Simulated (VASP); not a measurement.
The input files of a VASP run:

INCAR:
```
! general
SYSTEM  = Os
PREC    = Accurate
ENCUT   = 480   ! plane-wave cut-off (eV)
LREAL   = .False.   ! projection in real space or not
LASPH   = .True.   ! aspherical one-centre terms

! electronic loop
EDIFF   = 1E-6
NELM    = 100
ALGO    = Normal
LMAXMIX = 6   ! l cut-off of mixed one-centre charges

! smearing
ISMEAR  = 1
SIGMA   = 0.1

! functional
GGA     = PE   ! PBE

! ions
IBRION  = 2
NSW     = 60
ISIF    = 3
EDIFFG  = -0.01

! output
LWAVE   = .False.
LCHARG  = .False.
```

### KPOINTS
```
Automatic mesh
0
Gamma
14 14 8
0 0 0
```

**POSCAR**
```
Os
1
    1.3777111485    -2.3862653452     0.0000000000
    1.3777111485     2.3862653452     0.0000000000
   -0.0000000000    -0.0000000000     4.3415978775
Os
2
Direct
  0.3333330000   0.6666670000   0.2500000000
  0.6666670000   0.3333330000   0.7500000000
```

POTCAR, in this order: Os (PBE.64 set). Program: vasp_std.

Translate this PBE calculation to Ansatz.

One equivalent input (not run):
Ansatz 0.2 input:
```yaml
crystal:
  lattice:
    - [1.3777111, -2.3862653, 0.0000000]
    - [1.3777111, 2.3862653, 0.0000000]
    - [0.0000000, 0.0000000, 4.3415979]
  atoms:
    - { symbol: Os, position: [0.3333330, 0.6666670, 0.2500000] }
    - { symbol: Os, position: [0.6666670, 0.3333330, 0.7500000] }
kpoints:
  mp_grid: { grid: [14, 14, 8] }
hamiltonian:
  xc: pbe
  pseudopotentials: { kind: paw }
scf:
  occupations: { method: methfessel_paxton, width: 0.1 }
  max_iter: 100
relax:
  max_steps: 60
  f_tol: 0.01
  cell: {}
output: { forces: true, stress: true, eigenvalues: true }
```
The two are equivalent in intent, not identical: each code has its own PAW files, so the cut-off isn't converted (ENCUT is set for VASP's; basis.ecutwfc is left out, and Ansatz then takes the one that its files recommend); Ansatz stops its SCF on the density residual and VASP on the energy change (EDIFF).

The compound is Os in the hcp structure. It was relaxed first. The start is the result of an earlier pass.
